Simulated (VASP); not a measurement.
# Biaxial (0001) strain of hexagonal Os from −2 % to +2 %: normal strain, stress and strain energy with PBEsol

The usual rule of thumb for a strained film is that stress is a constant biaxial modulus times strain, that the film thins or thickens in fixed proportion, and that the stored energy grows as the strain squared. We test this rule on hexagonal Os, strained equally along both directions of the (0001) plane and free to relax along the normal. It matters wherever film stress or misfit energy is worked out from a lattice mismatch. Strains and energies are measured from the crystal relaxed with PBEsol, and tension is positive. The series also shows which elastic constants such a test can deliver and at what strain a constant modulus becomes too crude.

## How the numbers were made

The start is an entry of the ASE's table of reference states database. The crystal was relaxed with PBEsol. Equal strain is imposed in the (0001) plane; the strain along the normal is adjusted until the normal stress vanishes, and the atoms are relaxed with PBEsol. VASP 6.6.1, plane waves with PAW, cutoff 450 eV, no spin polarisation, no spin-orbit coupling, k mesh 25×25×14, static lattice. The same in all rows: band gap on the k mesh at PBEsol: 0.000 eV.

Notes on method and selection:

- Runs that did not converge, have known faults or may not be shown are not listed, and runs on Ansatz's PAW sets soft_1 and soft_2 are kept to separate tables.

Columns:

- strain (%): strain in the plane (tension positive).
- normal strain (%): strain along the normal.
- stress (GPa): in-plane stress, tension positive.
- strain energy (meV/atom): energy per atom above the relaxed crystal.

Input lines of one member:

```
PREC = Accurate
ENCUT = 450
EDIFF = 1E-07
NELM = 120
ISMEAR = 1
SIGMA = 0.15
LREAL = .FALSE.
ALGO = Normal
GGA = PS
NBANDS = 14
LASPH = .TRUE.
LORBIT = 11
KPAR = 2
IBRION = 1
NSW = 25
```

Command (options for logging and memory left out): `mpirun -np 2 vasp_std`

## Table of results

| member | strain (%) | normal strain (%) | stress (GPa) | strain energy (meV/atom) |
| --- | --- | --- | --- | --- |
| −2 % | −2.0 | 1.168 | −20.35 | 33.66 |
| −1.5 % | −1.5 | 0.876 | −14.79 | 18.60 |
| −1 % | −1.0 | 0.582 | −9.58 | 8.15 |
| −0.5 % | −0.5 | 0.292 | −4.66 | 2.01 |
| 0 % | 0.0 | 0.005 | −0.01 | 0.00 |
| +0.5 % | 0.5 | −0.279 | 4.36 | 1.91 |
| +1 % | 1.0 | −0.565 | 8.45 | 7.50 |
| +1.5 % | 1.5 | −0.850 | 12.28 | 16.53 |
| +2 % | 2.0 | −1.133 | 15.89 | 28.79 |

Least-squares fits to the whole series, with x = strain (%); R² and errors in the fitted variable (y, or ln y where the fit is in ln y):

| y | members | fit | R² | rms residual | leave-one-out rms | the same for the mean of the others |
| --- | --- | --- | --- | --- | --- | --- |
| normal strain (%) | 9 | y = 0.01067 − 0.5749 x | 1.00 | 0.0046 | 0.0065 | 0.83 |
| stress (GPa) | 9 | y = −0.9344 + 9.042 x | 1.00 | 0.81 | 1.2 | 13 |

## The trend and its physics

Stretching the plane shrinks the crystal along the normal by a nearly fixed fraction of the strain. The stress is less regular: it rises by (20.35 − 14.79) / 0.5 = 11.1 GPa per % between −2 % and −1.5 %, but by only (15.89 − 12.28) / 0.5 = 7.2 GPa per % between +1.5 % and +2 %. Compression also costs more energy than equal tension.

The simplest model that carries this follows in four steps.

1. For equal in-plane strains ε, a normal strain ε₃ and no shear, hexagonal symmetry gives the harmonic energy per volume u = (C₁₁ + C₁₂)ε² + 2C₁₃εε₃ + ½C₃₃ε₃². Symmetry holds both atoms on their sites, so no internal displacement enters.
2. Zero normal stress means 2C₁₃ε + C₃₃ε₃ = 0. Hence ε₃ = −rε, with r = 2C₁₃/C₃₃.
3. Inserting this leaves u = Mε², with the biaxial modulus M = C₁₁ + C₁₂ − 2C₁₃²/C₃₃.
4. We add the lowest anharmonic term, u = Mε² + ⅔Bε³, and keep r constant. Two in-plane directions do work, so 2σ = du/dε if changes of area and thickness are neglected. The stress is then σ = Mε + Bε².

The three elastic parameters are r, M and B. The energy per atom is Vu, where the volume per atom V only converts units.

A negative B means softening in tension and stiffening in compression. This is the sign expected from interatomic forces, because the repulsion between neighbouring atoms steepens faster on approach than the bonding attraction does. The columns show the asymmetry itself, not its division among electronic contributions.

## The model against the table

We fix the model on the members −1 % and +1 %, with ε in %:

- r = (0.582 + 0.565) / 2 = 0.5735
- M = (8.45 + 9.58) / 2 = 9.015 GPa per %; per unit strain, 9.015 × 100 = 902 GPa
- B = (8.45 − 9.58) / 2 = −0.565 GPa per %²
- VM = (7.50 + 8.15) / 2 = 7.825 meV/atom per %²

The cubic energy coefficient is 2 × 7.825 × (−0.565) / (3 × 9.015) = −0.327 meV/atom per %³.

Stress:

- +1.5 %: 9.015 × 1.5 − 0.565 × 1.5 × 1.5 = 12.25 GPa; table 12.28.
- +2 %: 9.015 × 2 − 0.565 × 4 = 15.77 GPa; table 15.89.
- −2 %: −9.015 × 2 − 0.565 × 4 = −20.29 GPa; table −20.35.

Strain energy:

- +1.5 %: 7.825 × 1.5 × 1.5 − 0.327 × 1.5 × 1.5 × 1.5 = 16.50 meV/atom; table 16.53.
- +2 %: 7.825 × 4 − 0.327 × 8 = 28.68 meV/atom; table 28.79.
- −2 %: 7.825 × 4 + 0.327 × 8 = 33.92 meV/atom; table 33.66.

Normal strain:

- +2 %: −0.5735 × 2 = −1.147 %; table −1.133 %.
- −2 %: 0.5735 × 2 = 1.147 %; table 1.168 %.

Two compliances follow: S₁₁ + S₁₂ = 1 / 902 = 0.00111 GPa⁻¹ and S₁₃ = −0.5735 / (2 × 902) = −0.000318 GPa⁻¹. The four constants C₁₁, C₁₂, C₁₃ and C₃₃ do not follow singly, since r and M give only two relations between them.

## Where the trend breaks

Largest departures from the fit to the whole series:

| member | normal strain (%) | fit | computed − fit | in rms residuals |
| --- | --- | --- | --- | --- |
| −2 % | 1.168 | 1.160 | +0.008 | 1.6 |
| +2 % | −1.133 | −1.139 | +0.006 | 1.3 |
| −0.5 % | 0.292 | 0.298 | −0.006 | 1.3 |
| 0 % | 0.005 | 0.011 | −0.006 | 1.2 |

The purely linear law fails first. Without B, the stress at +2 % would be 9.015 × 2 = 18.03 GPa, which is 18.03 − 15.89 = 2.14 GPa above the table. At −2 % the compressive stress would be 20.35 − 18.03 = 2.32 GPa too small. The assumption that fails is a constant modulus. The printed straight line hides this behind an R² of 1.00, yet it puts −0.93 GPa at zero strain, where the calculation gives −0.01 GPa.

With B included, the energy misses at the ends of the series (table minus model) are −0.26 meV/atom at −2 % and +0.11 at +2 %. Here the neglect of changing area and thickness shows. With both included, the work per unit strain and starting volume is 2σ(1 + ε)(1 + ε₃), or about 2σ[1 + (1 − r)ε] with ε as a fraction. Integrated over the strain, the extra term adds 2 × 7.825 × (1 − 0.5735) × 0.01 × 8 / 3 = 0.18 meV/atom at +2 % and subtracts as much at −2 %, the right sign at both ends. The remainder is below 0.1 meV/atom, and we give it no physical cause.

The normal strain lies above the model by 0.014 percentage points at +2 % and 0.021 at −2 %. Of this, 0.005 is already present at zero strain, from a small residual stress in the starting cell.

## Closing remarks

A constant ratio r serves for the normal strain to within about 3 % of its value at all eight strained members. A constant M misses the stress by about 3 % of the table value at ±0.5 %, 6 to 7 % at ±1 % and 11 to 13 % at ±2 %; adding B brings the miss below 1 % at ±2 %. If a miss of about 5 % is the most that can be accepted, a constant modulus becomes too crude between 0.5 % and 1 % strain.

No omitted effect is needed to explain the curvature, but at least two would exceed the model's stress misses of about 0.1 GPa. Warming to room temperature should lower the modulus by roughly 1 to 2 %, or 0.2 to 0.4 GPa at 2 % strain. Plastic flow or cracking in a real film would matter far more: it could reduce the stress at 2 % strain by something like 10 GPa. The values at the ends of the series therefore describe an ideal, defect-free crystal.

[Logs are printed without paths, hosts, clocks, repeated set-up lines and the standing remarks that a program may print on its own settings, such as how far it seeks lower states.]
